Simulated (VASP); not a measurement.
Data:

```
CELL_PARAMETERS angstrom
      3.66595     0.00000     0.00000
     -1.83298     3.17481     0.00000
      0.00000     0.00000     6.31135
ATOMIC_POSITIONS crystal
  Ti 0.00000 0.00000 0.00000
  Te 0.66667 0.33333 0.72924
  Te 0.33333 0.66667 0.27076
```

Computed with LDA (Ceperley-Alder, Perdew-Zunger), VASP's LDA PAW potentials (set 64) (plane waves; VASP). Numerical set-up: 530 eV cut-off, 9×9×5 Γ-centred mesh, first-order Methfessel-Paxton smearing of 0.10 eV, potentials Ti_sv Te.

Finite-difference elastic constants of metals are sensitive to mesh and smearing; shear constants can be off by tens of GPa.

Problem. Give the elastic stiffness tensor with the ions relaxed (GPa, in the frame of the cell).

Solution. 
```csv
,xx,yy,zz,yz,xz,xy
xx,97.8,28.4,25.7,-9.8,0.0,0.0
yy,28.4,97.8,25.7,9.8,0.0,0.0
zz,25.7,25.7,70.5,0.0,0.0,0.0
yz,-9.8,9.8,0.0,28.1,0.0,0.0
xz,0.0,0.0,0.0,0.0,28.1,-9.8
xy,0.0,0.0,0.0,0.0,-9.8,34.7
```

Problem. Estimate the Hill bulk modulus, Hill shear modulus, Young's modulus, Poisson's ratio.

Solution. 
```json
{
 "hill_bulk_modulus": "46.7 GPa",
 "hill_shear_modulus": "29.2 GPa",
 "Young's modulus": "72.4 GPa",
 "Poisson's ratio": "0.242"
}
```

The structure comes from a computed database's TiTe2 entry (P-3m1); how it stands against other phases isn't given here. It was relaxed first, which changed the volume by -14 %.
